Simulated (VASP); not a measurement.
Input:

```
ZrO2
1.0
    3.60244     0.00000     0.00000
    0.00000     3.60244     0.00000
    0.00000     0.00000     5.22256
Zr O
2 4
Direct
  0.00000   0.00000   0.00000
  0.50000   0.50000   0.50000
  0.00000   0.50000   0.30201
  0.00000   0.50000   0.80201
  0.50000   0.00000   0.19799
  0.50000   0.00000   0.69799
```

Method: r2SCAN meta-GGA, VASP's PBE PAW potentials (set 64) (plane waves; VASP). Settings: 520 eV cut-off, 7×7×5 Γ-centred mesh, tetrahedra with Blöchl corrections, potentials Zr_sv O.

The path is coarsely sampled, so an indirect gap can come out somewhat too large.

### Question
Estimate the energy per atom (σ→0), band gap (over mesh and band path) with the smallest direct gap where there is one.

### Answer

```
Property                                                 Value
---------------------------------------------  ---------------
band gap (over mesh and band path)                     4.58 eV
smallest direct gap (over mesh and band path)          4.68 eV
energy per atom (σ→0)                          -15.314 eV/atom
```

The absolute energy has meaning only against runs of the same code, potentials and settings.

The structure comes from a computed database's ZrO2 entry (P4_2/nmc); how it stands against other phases isn't given here. It was relaxed first.
